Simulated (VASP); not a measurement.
Consider the following.

```
AlRu
1.0
    3.04262     0.00000     0.00000
    0.00000     3.04262     0.00000
    0.00000     0.00000    24.46500
Al Ru
4 4
Direct
  0.50000   0.50000   0.28612
  0.50000   0.50000   0.40834
  0.50000   0.50000   0.53055
  0.50000   0.50000   0.65277
  0.00000   0.00000   0.34723
  0.00000   0.00000   0.46945
  0.00000   0.00000   0.59166
  0.00000   0.00000   0.71388
```

Method: PBE GGA, VASP's PBE PAW potentials (set 64) (plane waves; VASP). Settings: 300 eV cut-off, 11×11×1 Γ-centred mesh, first-order Methfessel-Paxton smearing of 0.10 eV, potentials Al Ru_pv.

At this cut-off the stress carries a Pulay error, which pulls relaxed volumes low. The cell holds a wide vacuum, so values per volume refer to the whole cell.

Problem. Give the force on each atom (eV/Å).

Solution. 
```
atom     Fx     Fy      Fz
----  -----  -----  ------
Al1   0.000  0.000   1.597
Al2   0.000  0.000   0.082
Al3   0.000  0.000  -0.116
Al4   0.000  0.000   0.276
Ru5   0.000  0.000  -1.603
Ru6   0.000  0.000   0.256
Ru7   0.000  0.000   0.335
Ru8   0.000  0.000  -0.827
```

Problem. Give the stress tensor in GPa (positive for a compressed cell).

Solution. 
```
-5.06   0.00   0.00
 0.00  -5.06   0.00
 0.00   0.00  -4.00
```
The pressure is its mean diagonal, -4.71 GPa.

The cell is a sheet with vacuum, built from a generated structure.
